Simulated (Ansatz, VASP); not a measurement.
# CoSi2 in two plane-wave programs, part 2 of 2

Aim: how closely do two programs agree when they are given the same cell, functional and k mesh? The cell is taken from a series of runs on this material, whose earlier steps may have relaxed, scaled, displaced or heated it; both programs get it as it stands.

VASP 6.6.1 and Ansatz 0.2.0.

So far: Starting point; VASP: zone-centre phonons, LDA.

### 3. Ansatz: zone-centre phonons, LDA

Level of this step: Ansatz beside VASP: Kohn-Sham DFT, plane waves, LDA (Ansatz).

Ansatz runs on its PAW soft_1 files.

The same cell, functional (in two slightly different forms), mesh and smearing now go to Ansatz, which takes its cutoff from its data sets.

input.yaml reads:

```yaml
crystal:
  lattice:
    - [0.0, 2.6544941143, 2.6544941143]
    - [2.6544941143, 0.0, 2.6544941143]
    - [2.6544941143, 2.6544941143, 0.0]
  atoms:
    - { symbol: Si, position: [0.25, 0.25, 0.25] }
    - { symbol: Si, position: [0.75, 0.75, 0.75] }
    - { symbol: Co, position: [0.0, 0.0, 0.0] }
kpoints:
  mp_grid: { grid: [16, 16, 16] }
hamiltonian:
  xc: lda
  pseudopotentials: { kind: paw, azcp: { folder: soft_1 }, xc_functional: pbe }
scf:
  occupations: { method: methfessel_paxton, width: 0.2 }
output:
  eigenvalues: true
phonons:
  method: dfpt
```

Run with:

```sh
$ ansatz run input.yaml --threads 4 --pin off --max-ram 10240MiB --backend cpu --events-out ev --progress --plain --runs-dir out
```

Numbers of over 12 decimals in the logs are rounded to 6 here.

The program printed:

```text
zone centre: on kpoints.mp_grid the ground state, and the responses unless they are solved on pairs of k-points, stand on 349 of the mesh's 4096 k-points, reduced under 8 symmetry operations, with k and −k counted as one. Each operation leaves every solved displacement unchanged or reverses it
Engine: ansatz 0.2.0, x86_64-unknown-linux-gnu
Pseudopotentials: kind: paw
Pseudopotential: Si, paw, valence charge 4, recommended cutoff 420 eV (normal), soft_1/Si.paw.azcp
Pseudopotential: Co, paw, valence charge 17, recommended cutoff 420 eV (normal), soft_1/Co.paw.azcp
Functional definition: SPW92
  exchange = slater_x
  correlation = pw_c
Crystal: 3 atoms, lattice volume = 37.409 Å³
Basis set: ecut = 420 eV, 725 PW (Γ), exchange–correlation on 54×54×54 points (8 copies of the dense FFT grid, shifted against one another)
Bands: 17, of which v1, the nominal top of the filled ones, is band 13 counted from 1 (12 counted from 0)
Symmetry: 48 space group operations
k-points: 349 of 4096 (irreducible under 8 space group operations, time reversal used)
Non-local potential: Si, projectors of the file, l = 0: 2, l = 1: 2, l = 2: 1
Non-local potential: Co, projectors of the file, l = 0: 3, l = 1: 2, l = 2: 3, l = 3: 1
PAW form: soft (Blöchl's): semilocal exchange-correlation on the pseudo side does not see the compensation charge
PAW frozen core: Si, regenerated for the run's functional, and the local potential with it (the file was generated under x = pbe(κ = 0.804, μ = 0.219515), c = pbe(β = 0.066725))
PAW frozen core: Co, regenerated for the run's functional, and the local potential with it (the file was generated under x = pbe(κ = 0.804, μ = 0.219515), c = pbe(β = 0.066725))
PAW one-centre angular grid: Si, 110 points (default); XC on 64 Gauss nodes
PAW one-centre angular grid: Co, 590 points (default); XC on 64 Gauss nodes
Initial density: superposition of atomic densities (chi_scale 0.1, normalization cell, long waves kept (reshape's long-wave potential 0.00 eV rms))
Initial wavefunctions: pseudopotential atomic-orbital guess
Functional: x = slater, c = lda
SCF iter   1: F=—  HF=-6283.259145 eV  |F-HF|=—  |Δ(HF+E_count)|=         —  Δρ=1.42e-1  dr2=8.58e0  ethr=3.10e-3  ⟨swp⟩=5.0  Hψ=30136  notcnv=0
preconditioner: auto → Kerker (q_TF=auto, 2.551 Å⁻¹)  [metal: Δε(μ)=0.039 eV  Ē_g=8.939 eV  σ=0.200 eV  W_gap=0.17  n_scr=14 (ndim 8)  ℏωp=25.0 eV  f_vac=0.000  D(μ)=0.99/eV (n_scr^D=8)]
SCF iter   2: F=—  HF=-6282.446041 eV  |F-HF|=—  |Δ(HF+E_count)|=   8.13e-1  S|Δr|=    0.00e0  Δρ=5.99e-2  dr2=2.13e0  ethr=3.10e-3  ⟨swp⟩=2.2  Hψ=11706  notcnv=0  defer=73
SCF iter   3: F=—  HF=-6281.953571 eV  |F-HF|=—  |Δ(HF+E_count)|=   4.92e-1  S|Δr|=    0.00e0  Δρ=2.23e-2  dr2=2.57e-1  ethr=3.10e-3  ⟨swp⟩=2.1  Hψ=10369  notcnv=0  defer=73
SCF iter   4: F=—  HF=-6281.920095 eV  |F-HF|=—  |Δ(HF+E_count)|=   3.35e-2  S|Δr|=    0.00e0  Δρ=1.02e-2  dr2=2.84e-2  ethr=1.03e-3  ⟨swp⟩=1.3  Hψ=8801  notcnv=0  defer=71
SCF iter   5: F=—  HF=-6281.918172 eV  |F-HF|=—  |Δ(HF+E_count)|=   1.92e-3  S|Δr|=    0.00e0  Δρ=4.03e-3  dr2=7.19e-3  ethr=1.13e-4  ⟨swp⟩=1.2  Hψ=6195  notcnv=0  defer=66
SCF iter   6: F=—  HF=-6281.917070 eV  |F-HF|=—  |Δ(HF+E_count)|=   1.10e-3  S|Δr|=    0.00e0  Δρ=9.29e-4  dr2=5.38e-4  ethr=2.88e-5  ⟨swp⟩=1.0  Hψ=5905  notcnv=0  defer=66
SCF iter   7: F=—  HF=-6281.916967 eV  |F-HF|=—  |Δ(HF+E_count)|=   1.03e-4  S|Δr|=    0.00e0  Δρ=1.46e-4  dr2=1.39e-5  ethr=2.15e-6  ⟨swp⟩=2.0  Hψ=8526  notcnv=0  defer=66
SCF iter   8: F=—  HF=-6281.916959 eV  |F-HF|=—  |Δ(HF+E_count)|=   8.00e-6  S|Δr|=    0.00e0  Δρ=1.50e-5  dr2=1.36e-7  ethr=5.55e-8  ⟨swp⟩=2.3  Hψ=7670  notcnv=0  defer=66
SCF iter   9: F=—  HF=-6281.916960 eV  |F-HF|=—  |Δ(HF+E_count)|=   1.62e-6  S|Δr|=    0.00e0  Δρ=2.46e-6  dr2=2.48e-9  ethr=5.43e-10  ⟨swp⟩=2.2  Hψ=8460  notcnv=0  defer=66
SCF iter  10: F=-6281.916960 eV  HF=-6281.916960 eV  |F-HF|=2.73e-12  |Δ(HF+E_count)|=  3.79e-10  S|Δr|=    0.00e0  Δρ=1.92e-7  dr2=7.55e-12  ethr=1.00e-12  ⟨swp⟩=5.9  Hψ=32414  notcnv=0
the search or the solves at the SCF's close seem to have found levels that the self-consistency loop had missed (the run counts 5). By its estimate they hold under 1e-12 electrons; where the run keeps them, the occupations were computed again with them
SCF 1 converged in 10 iterations: F = -6281.916960 eV  dr2 = 7.55e-12
  greatest PAW one-centre occupation: 1.001 electrons in one spin orbital (limit 2), on the Co atom at site 2 (counted from 0), in its partial waves of l = 1
DFPT response loops at Γ: preconditioner auto → Kerker (q_TF=auto, 2.551 Å⁻¹) (partly filled bands, converged f_vac=0.000); β = 1.00, the filter's whole step (`scf.mixing.beta` (0.50) is not read by the response loops under this deck's `scf.mixing.preconditioner`; to damp them name `kerker` or `kerker_dos`, under which they read `scf.mixing.beta`, and type it under 1.00, their step now; both keys bind the ground state too); Broyden in place of MSR1
SCF converged after 10 iterations
Stability not checked: this state was not tested for a lower state beside it, because cold or Methfessel-Paxton smearing, or corrected tetrahedra, fill the levels in a way that the test cannot read (fill_not_monotonic; see scf.lower_state_search)
Free energy (F): -6281.916960 eV
Harris-Foulkes:  -6281.916960 eV  (|F-HF|=2.73e-12)
Internal energy: -6281.917863 eV  (E = F + TS)
E sigma→0 (E₀):  -6281.917186 eV
Entropy (-TS):   0.000902 eV (0.301 meV/atom)
Fermi energy:    13.019199 eV
--- Per-component energies (eV) ---
  E_band       = -278.370155
  E_kinetic    = 386.601796
  E_local      = -3887.827033  (includes V_loc(G=0)·N_el)
  E_nonlocal   = 485.914546
  E_hartree    = 1761.933623
  E_xc         = -209.204710
  E_vxc        = -221.945252  (∫ρ·V_xc dr)
  E_paw        = -2480.906095  (= ΣΔE_a)
  E_vpaw       = -564.981359  (= ΣTr[D̂ρ^β])
  E_aug_tail   = 0.000030  (compensation charges beyond the density's cutoff)
  E_ewald      = -2339.016932
  E_core_change = 0.586913  (= ΣΔE_core)
  E_smearing   = 0.000902  (= −TS)
  E_closure    = -0.000000  (closes the sum)
  Σ components = -6281.916960   (vs F -6281.916960, Δ=0.00e0)
--- Band table (eV; the first three rows and the last of 349) ---
  k-point 0: bands = [... 9 lower, 11.0416, 13.9469, 16.5027, 16.5027, 16.5027, 16.5715, 16.5715, 16.5715]
  k-point 1: bands = [... 9 lower, 11.0226, 14.0011, 15.4036, 15.9597, 15.9597, 17.1397, 17.1397, 17.7140]
  k-point 2: bands = [... 9 lower, 10.9742, 13.7563, 14.8190, 15.4017, 15.4017, 17.5764, 17.5764, 18.3531]
  k-point 348: bands = [... 9 lower, 10.6385, 10.9658, 11.5164, 12.3362, 16.7786, 16.7786, 18.8798, 19.7381]
--- Phonons (Γ-DFPT): 2 representative perturbations + reference, on 349 of 4096 k-points (Σ response iterations 6) ---
  k mesh reduced under 8 symmetry operations, with k and −k counted as one. Each operation leaves every solved displacement unchanged or reverses it
  ASR residual: 3.728e-5 → 0.000e0 eV/Å²; symmetrization residual: 4.158e-7 eV/Å²
  ASR residual per site (eV/Å²): 3.73e-5 3.73e-5 3.11e-6
  Γ frequencies (cm⁻¹): 0.00 0.00 0.00 333.95 333.95 333.95 334.52 334.52 334.52
  non-analytic LO–TO correction: not included (Born effective charges unavailable; polar crystals: no LO–TO splitting at Γ)
```

### 4. Differences

Known differences besides the potentials themselves: the data sets hold 25 valence electrons in Ansatz (on its PAW soft_1 files) and 17 in VASP; the cutoff is 420 eV in Ansatz and 600 eV in VASP; VASP's log shows a relativistic correction to its local exchange, Ansatz's none. Total energies have different zeros and are not compared.

The two programs side by side:

```csv
quantity,Ansatz,VASP,difference
optical mode 1 to 3 (cm⁻¹),333.9,334.5,-0.17 %
optical mode 4 to 6 (cm⁻¹),334.5,336.9,-0.71 %
```

Modes are paired by rising frequency, not by their patterns, so a pair may set unlike modes beside each other; they are those without the splitting of longitudinal modes.

### 5. Outcome

```json
{
 "r.m.s. difference of the optical zone-centre modes, each program's sorted by frequency (zone-centre phonons, LDA)": "1.7 cm⁻¹",
 "difference in optical mode 4 to 6 (zone-centre phonons, LDA)": "-0.7 %"
}
```

What this shows: The r.m.s. difference of the optical zone-centre modes, each program's sorted by frequency is 1.7 cm⁻¹ (zone-centre phonons, LDA). The data sets hold unlike numbers of valence electrons (25 in Ansatz and 17 in VASP), so part of the differences comes from the potentials. Among the rows given in per cent, the largest difference of the zone-centre phonons, LDA pair is in optical mode 4 to 6, -0.7 %. How closely two codes agree says nothing of how well the functional describes the real material.

[Lines on the potential files, build, host, timing and source positions are cut from VASP's logs without a mark.]

[Logs are printed without paths, hosts, clocks, repeated set-up lines and the standing remarks that a program may print on its own settings, such as how far it seeks lower states.]

[Hosts, paths, dates, database ids (printed as entryN), source tags and the programs' standing remarks are cut or masked in the printed files.]
